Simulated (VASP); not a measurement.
Input:

```
CELL_PARAMETERS angstrom
      2.88000     0.00000     0.00000
      0.00000     2.88000     0.00000
      0.00000     0.00000     2.88000
ATOMIC_POSITIONS crystal
  Ga 0.50000 0.50000 0.50000
  Co 0.00000 0.00000 0.00000
```

These are PBE GGA + U (Dudarev), VASP's PBE PAW potentials (set 64) (plane waves; VASP) values and carry that method's errors. Numerical set-up: 400 eV cut-off, 11×11×11 Γ-centred mesh, first-order Methfessel-Paxton smearing of 0.10 eV, potentials Ga_d Co, U − J: Co 1.00 eV.

### Question
Estimate the energy per atom (σ→0), pressure, band gap (on the k-mesh) with the smallest direct gap where there is one.

### Answer

```json
{
  "band gap (on the k-mesh)": "none (metal, semimetal or under 0.01 eV)",
  "energy per atom (σ→0)": "-462.0 kJ/mol of atoms",
  "pressure": "-16.1 kbar"
}
```

The absolute energy has meaning only against runs of the same code, potentials and settings.

The compound is CoGa in the CsCl type structure. The cell was not relaxed at this level. The run is one of a series of settings (LDAU = .TRUE., LDAUJ = 0 0, LDAUL = -1 2, LDAUTYPE = 2, LDAUU = 0 1.0 against the base run), some of them coarse on purpose. The run is not spin-polarised, so no magnetic state was tried.
